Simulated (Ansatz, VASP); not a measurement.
## ZnSe (Stilleite) in two plane-wave programs

Wanted: the spread between two codes on one cell, functional and k mesh. The cell is taken from a series of runs on this material, whose earlier steps may have relaxed, scaled, displaced or heated it; both programs get it as it stands.

Program: Ansatz 0.2.0. Level of theory: plane waves, with VASP 6.6.1 beside it; PBE. Results are calculated unless marked as measured.

**1. Starting point**

It takes space group F-43m (No. 216, cubic). The conventional cell has a = 5.771 Å, b = 5.771 Å, c = 5.771 Å, α = 90.00°, β = 90.00°, γ = 90.00°. Nearest to Zn lie 4 Se at 2.50 Å. Se has 4 Zn at 2.50 Å nearest. Farther neighbours and most contacts between anions are not listed.

**2. Ansatz: zone-centre phonons, PBE, pair 1**

Ansatz runs on its PAW soft_1 files.

Second derivatives magnify differences that forces hide, and they need a tight electronic threshold.

Input file input.yaml:

```yaml
crystal:
  lattice:
    - [0.0, 2.8852972693, 2.8852972693]
    - [2.8852972693, 0.0, 2.8852972693]
    - [2.8852972693, 2.8852972693, 0.0]
  atoms:
    - { symbol: Zn, position: [0.0, 0.0, 0.0] }
    - { symbol: Se, position: [0.75, 0.75, 0.75] }
kpoints:
  mp_grid: { grid: [12, 12, 12] }
hamiltonian:
  xc: pbe
  pseudopotentials: { kind: paw, azcp: { folder: soft_1 } }
scf:
  occupations: { method: fixed }
output:
  eigenvalues: true
phonons:
  method: dfpt
  dielectric: true
  rigid_motions: translations
```

Started as:

```console
ansatz run input.yaml --threads 4 --pin off --max-ram 10240MiB --backend cpu --events-out ev --progress --plain --runs-dir out
```

Numbers of over 12 decimals in the logs are rounded to 6 here.

The log of the run:

```text
Engine: ansatz 0.2.0, x86_64-unknown-linux-gnu
Pseudopotentials: kind: paw
Pseudopotential: Zn, paw, valence charge 12, recommended cutoff 420 eV (normal), soft_1/Zn.paw.azcp
Pseudopotential: Se, paw, valence charge 16, recommended cutoff 420 eV (normal), soft_1/Se.paw.azcp
Functional definition: PBE
  parameter kappa = 0.804
  parameter beta = 0.066725
  exchange = pbe_x(kappa = kappa, mu = beta*pi^2/3)
  correlation = pbe_c(beta = beta)
Crystal: 2 atoms, lattice volume = 48.040 Å³
Basis set: ecut = 420 eV, 941 PW (Γ), exchange–correlation on 60×60×60 points (8 copies of the dense FFT grid, shifted against one another)
Bands: 18, of which v1, the nominal top of the filled ones, is band 14 counted from 1 (13 counted from 0)
Symmetry: 24 space group operations
k-points: 280 of 1728 (irreducible under 4 space group operations, time reversal used)
Non-local potential: Zn, projectors of the file, l = 0: 2, l = 1: 2, l = 2: 3, l = 3: 1
Non-local potential: Se, projectors of the file, l = 0: 2, l = 1: 2, l = 2: 3, l = 3: 1
PAW form: soft (Blöchl's): semilocal exchange-correlation on the pseudo side does not see the compensation charge
PAW one-centre angular grid: Zn, 590 points (default); XC on 64 Gauss nodes
PAW one-centre angular grid: Se, 590 points (default); XC on 64 Gauss nodes
Initial density: superposition of atomic densities (chi_scale 0.1, normalization cell, long waves kept (reshape's long-wave potential 0.00 eV rms))
Initial wavefunctions: pseudopotential atomic-orbital guess
Functional: x = pbe(κ = 0.804, μ = 0.219515), c = pbe(β = 0.066725)
SCF iter   1: F=—  HF=-8789.894703 eV  |F-HF|=—  |Δ(HF+E_count)|=         —  Δρ=6.08e-2  dr2=1.10e0  ethr=3.10e-3  ⟨swp⟩=4.4  Hψ=24345  notcnv=0  defer=460
preconditioner: auto → none  [insulator: Δε(μ)=0.903 eV  Ē_g=12.544 eV  n_scr=14 (ndim 8)  ℏωp=22.7 eV  f_vac=0.079  ε∞_Penn≈4.3]
SCF iter   2: F=—  HF=-8789.640708 eV  |F-HF|=—  |Δ(HF+E_count)|=   2.54e-1  Δρ=2.49e-2  dr2=2.07e-1  ethr=3.10e-3  ⟨swp⟩=3.0  Hψ=11132  notcnv=0  defer=544
SCF iter   3: F=—  HF=-8789.550522 eV  |F-HF|=—  |Δ(HF+E_count)|=   9.02e-2  Δρ=1.19e-2  dr2=3.59e-2  ethr=7.39e-4  ⟨swp⟩=2.0  Hψ=10129  notcnv=0  defer=531
SCF iter   4: F=—  HF=-8789.545197 eV  |F-HF|=—  |Δ(HF+E_count)|=   5.32e-3  Δρ=2.78e-3  dr2=2.22e-3  ethr=1.28e-4  ⟨swp⟩=2.0  Hψ=10104  notcnv=0  defer=536
SCF iter   5: F=—  HF=-8789.545379 eV  |F-HF|=—  |Δ(HF+E_count)|=   1.83e-4  Δρ=1.06e-3  dr2=3.38e-4  ethr=7.92e-6  ⟨swp⟩=2.0  Hψ=8152  notcnv=0  defer=548
SCF iter   6: F=—  HF=-8789.545483 eV  |F-HF|=—  |Δ(HF+E_count)|=   1.04e-4  Δρ=7.16e-5  dr2=1.91e-6  ethr=1.21e-6  ⟨swp⟩=2.5  Hψ=8802  notcnv=0  defer=552
SCF iter   7: F=—  HF=-8789.545484 eV  |F-HF|=—  |Δ(HF+E_count)|=   7.08e-7  Δρ=2.95e-5  dr2=3.59e-7  ethr=6.83e-9  ⟨swp⟩=2.0  Hψ=8960  notcnv=0  defer=4
SCF iter   8: F=—  HF=-8789.545484 eV  |F-HF|=—  |Δ(HF+E_count)|=   7.13e-8  Δρ=9.62e-6  dr2=2.38e-8  ethr=1.28e-9  ⟨swp⟩=2.0  Hψ=7280  notcnv=0  defer=4
SCF iter   9: F=—  HF=-8789.545484 eV  |F-HF|=—  |Δ(HF+E_count)|=   2.80e-9  Δρ=9.08e-7  dr2=2.23e-10  ethr=8.50e-11  ⟨swp⟩=2.0  Hψ=7009  notcnv=0  defer=4
SCF iter  10: F=-8789.545484 eV  HF=-8789.545484 eV  |F-HF|=0.00e0  |Δ(HF+E_count)|=  6.18e-11  Δρ=5.60e-8  dr2=1.05e-12  ethr=1.00e-12  ⟨swp⟩=8.2  Hψ=30809  notcnv=0
SCF 1 converged in 10 iterations: F = -8789.545484 eV  dr2 = 1.05e-12
  greatest PAW one-centre occupation: 1.000 electrons in one spin orbital (limit 2), on the Se atom at site 1 (counted from 0), in its partial waves of l = 2
NSCF: frozen V_eff on 1 k-points
DFPT response loops at Γ: preconditioner auto → none (the input reference at scf.mixing.eps_inf says where Resta's filter doesn't serve); β = 0.50; Broyden in place of MSR1
── the response to a field inside a basis, on 14×14×14 k-points: an SCF that follows is theirs, and a resumed run solves both again ──
Bands: 15, of which v1, the nominal top of the filled ones, is band 14 counted from 1 (13 counted from 0)
k-points: 280
Initial density: handed on by an earlier stage of this run
Initial wavefunctions: pseudopotential atomic-orbital guess (no wavefunctions were taken with the density)
Eigensolver: Dense (280 Hₖ)
SCF iter   1: F=—  HF=-8789.544116 eV  |F-HF|=—  |Δ(HF+E_count)|=         —  Δρ=2.17e-4  dr2=8.08e-6  ethr=1.00e-1
preconditioner: auto → none  [insulator: Δε(μ)=1.151 eV  Ē_g=9.232 eV  n_scr=14 (ndim 8)  ℏωp=22.7 eV  f_vac=0.134  ε∞_Penn≈7.1]
SCF iter   2: F=—  HF=-8789.544115 eV  |F-HF|=—  |Δ(HF+E_count)|=   1.64e-6  Δρ=2.50e-4  dr2=1.29e-5  ethr=2.89e-8
SCF iter   3: F=—  HF=-8789.544121 eV  |F-HF|=—  |Δ(HF+E_count)|=   6.65e-6  Δρ=2.20e-4  dr2=1.35e-5  ethr=2.89e-8
SCF iter   4: F=-8789.544115 eV  HF=-8789.544115 eV  |F-HF|=2.26e-8  |Δ(HF+E_count)|=   6.76e-6  Δρ=1.32e-5  dr2=4.46e-8  ethr=2.89e-8
SCF 1 converged in 4 iterations: F = -8789.544115 eV  dr2 = 4.46e-8
DFPT response loops at Γ: mixed as the last ones told, above
WARN: field response: ε∞ stands inside a basis, on 14×14×14 points; the force constants stand on the 12×12×12 k-mesh, whose period is 11.85 times the interband length at k = (0.0000, 0.0000, 0.0000), direct gap 1.074 eV, under 14: take them and everything formed from them as unconverged, and compare with a denser kpoints.mp_grid
SCF converged after 10 iterations
Free energy (F): -8789.545484 eV
Harris-Foulkes:  -8789.545484 eV  (|F-HF|=0.00e0)
Internal energy: -8789.545484 eV  (E = F + TS)
E sigma→0 (E₀):  -8789.545484 eV
Fermi energy:    5.834903 eV
--- Per-component energies (eV) ---
  E_band       = -403.950676
  E_kinetic    = 256.835032
  E_local      = -4920.712854  (includes V_loc(G=0)·N_el)
  E_nonlocal   = 466.419452
  E_hartree    = 2271.550662
  E_xc         = -162.858261
  E_vxc        = -140.484421  (∫ρ·V_xc dr)
  E_paw        = -4028.399911  (= ΣΔE_a)
  E_vpaw       = -609.108630  (= ΣTr[D̂ρ^β])
  E_aug_tail   = -0.000602  (compensation charges beyond the density's cutoff)
  E_ewald      = -2672.379001
  E_smearing   = -0.000000  (= −TS)
  E_closure    = 0.000000  (closes the sum)
  Σ components = -8789.545484   (vs F -8789.545484, Δ=0.00e0)
--- Band table (eV; the first three rows and the last of 280) ---
  k-point 0: bands = [... 10 lower, -0.2033, 5.8349, 5.8349, 5.8349, 6.9086, 11.6557, 11.6557, 11.6557]
  k-point 1: bands = [... 10 lower, -0.2039, 5.0965, 5.7708, 5.7708, 7.5301, 11.5732, 11.7687, 11.7687]
  k-point 2: bands = [... 10 lower, -0.2046, 3.9948, 5.6063, 5.6063, 8.1960, 11.6489, 12.0311, 12.0311]
  k-point 279: bands = [... 10 lower, 0.0563, 1.4065, 3.2897, 3.4163, 11.1286, 11.3181, 12.6809, 13.5515]
--- Phonons (Γ-DFPT): 2 representative perturbations + reference, on 280 of 1728 k-points (Σ response iterations 6) ---
  k mesh reduced under 4 symmetry operations, with k and −k counted as one. Each operation leaves every solved perturbation unchanged. A smaller set is not considered because the run solves the response to a homogeneous field
  ASR residual: 3.141e-5 → 0.000e0 eV/Å²; symmetrization residual: 2.334e-6 eV/Å²
  ASR residual per site (eV/Å²): 4.20e-6 3.14e-5
  Γ frequencies (cm⁻¹): 0.00 0.00 0.00 187.92 187.92 187.92
  ε∞ (high-frequency dielectric tensor):
        7.437100    -0.000000    -0.000000
       -0.000000     7.437100     0.000000
       -0.000000     0.000000     7.437100
  ε⁰ (static dielectric tensor: ions relaxed, cell fixed):
       11.119931    -0.000000    -0.000000
       -0.000000    11.119931    -0.000000
       -0.000000    -0.000000    11.119931
  ε⁰ − ε∞ (ionic part):
        3.682831     0.000000    -0.000000
        0.000000     3.682831    -0.000000
       -0.000000    -0.000000     3.682831
  softest optical mode at Γ: 187.92 cm⁻¹; the repairs (sum rule, projections) moved no ω² at Γ by more than (0.41 cm⁻¹)²
  Born effective charges Z* (e; rows j = field, columns β = displacement):
    site 0:
         2.13104    0.00000   -0.00000
        -0.00000    2.13104   -0.00000
        -0.00000   -0.00000    2.13104
    site 1:
        -2.13104   -0.00000    0.00000
         0.00000   -2.13104    0.00000
         0.00000    0.00000   -2.13104
  Z* charge neutrality: 6.282e-4 e pre-enforcement
  solved inside a basis spanned on kpoints, on 14×14×14 k-points transformed towards the longest dipole: ε∞ is read to err by 2.0e-2, Z* by 1.7e-2 e (field_mesh: kpoints solves on kpoints); Z* is corrected for what the basis lacks
  optical modes at Γ without the LO–TO term, one row a degenerate level:
      ω (cm⁻¹)  modes    IR ((D/Å)²/amu)
        187.92      3             8.7877
  optical modes at Γ + LO–TO along q̂ = [1.0000, 0.0000, 0.0000]:
      ω (cm⁻¹)  modes    IR ((D/Å)²/amu)
        187.92      2             5.8584
        229.78      1             2.9292
  optical modes at Γ + LO–TO along q̂ = [0.0000, 1.0000, 0.0000]:
      ω (cm⁻¹)  modes    IR ((D/Å)²/amu)
        187.92      2             5.8584
        229.78      1             2.9292
  optical modes at Γ + LO–TO along q̂ = [0.0000, 0.0000, 1.0000]:
      ω (cm⁻¹)  modes    IR ((D/Å)²/amu)
        187.92      2             5.8584
        229.78      1             2.9292
```

[end of part 1 of 3]

[Lines on the potential files, build, host, timing and source positions are cut from VASP's logs without a mark.]

[Logs are printed without paths, hosts, clocks, repeated set-up lines and the standing remarks that a program may print on its own settings, such as how far it seeks lower states.]

[Hosts, paths, dates, database ids (printed as entryN), source tags and the programs' standing remarks are cut or masked in the printed files.]
